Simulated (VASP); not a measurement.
Here is a VASP 6.6.1 calculation.

INCAR

```
SYSTEM = CaZr2N2
PREC     = Accurate       ! precision mode
ENCUT    = 520            ! plane-wave cutoff, eV
EDIFF    = 1E-7           ! SCF threshold, eV
ISMEAR   = 0              ! smearing method
SIGMA    = 0.1            ! smearing width, eV
LREAL    = .FALSE.        ! projectors in reciprocal space
LASPH    = .TRUE.         ! aspherical terms in the spheres
NELM     = 120            ! most SCF steps
ALGO     = Normal         ! electronic algorithm
ISIF     = 3              ! what is computed and relaxed
LWAVE    = .FALSE.        ! write WAVECAR
LCHARG   = .FALSE.        ! write CHGCAR
GGA      = PE             ! functional
IBRION   = 2              ! ionic algorithm
NSW      = 60             ! ionic steps
EDIFFG   = -0.005         ! ionic threshold
POTIM    = 0.3            ! step
KPAR     = 8
```

Contents of KPOINTS:

```
regular mesh
0
G
  10 10 10
  0 0 0
```

POSCAR

```
CaZr2N2                                 
1.0
   -1.7326575592      2.2695421124      5.2449532487
    1.7326575592     -2.2695421124      5.2449532487
    1.7326575592      2.2695421124     -5.2449532487
  Ca              Zr              N             
     1     2     2
Direct
     0.0000000000000000    0.0000000000000000    0.0000000000000000
     0.6890892960146604    0.6890892960146604    0.0000000000000000
     0.3109107039853394    0.3109107039853394    0.0000000000000000
     0.8185168547059571    0.3185168547059569    0.5000000000000000
     0.1814831452940430    0.6814831452940429    0.5000000000000000
```

Potentials or basis: VASP PAW PBE potentials, release 64 (Ca_sv, Zr_sv, N).

The run is started by

```console
$ cat potpaw_PBE.64/Ca_sv/POTCAR potpaw_PBE.64/Zr_sv/POTCAR potpaw_PBE.64/N/POTCAR > POTCAR
$ mpirun -np 8 vasp_std > vasp.out
```

Problem. Predict the band gap on the k mesh.

Solution. None (metal or under the smearing width).

Forces on the atoms (eV/Å):
```
Ca   0.000  0.000  0.000
Zr   0.000  0.000 -0.005
Zr   0.000  0.000  0.005
N    0.000  0.000  0.003
N    0.000  0.000 -0.003
```
